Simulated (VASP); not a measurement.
```yaml
crystal:
  lattice:
    - [4.39706, 0.00000, 0.00000]
    - [-2.19853, 3.80797, 0.00000]
    - [0.00000, 0.00000, 2.46472]
  atoms:
    - { symbol: P, position: [0.00000, 0.00000, 0.00000] }
    - { symbol: P, position: [0.33333, 0.66667, 0.50000] }
    - { symbol: P, position: [0.66667, 0.33333, 0.50000] }
```

These are PBEsol GGA, VASP's PBE PAW potentials (set 64) (plane waves; VASP) values and carry that method's errors. Run with 400 eV cut-off, 9×9×14 Γ-centred mesh, tetrahedra with Blöchl corrections, potentials P.

The cores are frozen, which limits the accuracy of field gradients.

### Question
Give the principal components of the electric field gradient (V/Å²) and the asymmetry η at each nucleus.

### Answer

```csv
atom,Vxx,Vyy,Vzz,η
P1,-1.6,-1.6,3.3,0.00
P2,3.4,3.4,-6.7,0.00
P3,3.4,3.4,-6.7,0.00
```

The structure was generated: P was put into the omega type (P6/mmm), which need not be its known phase. It was relaxed first.
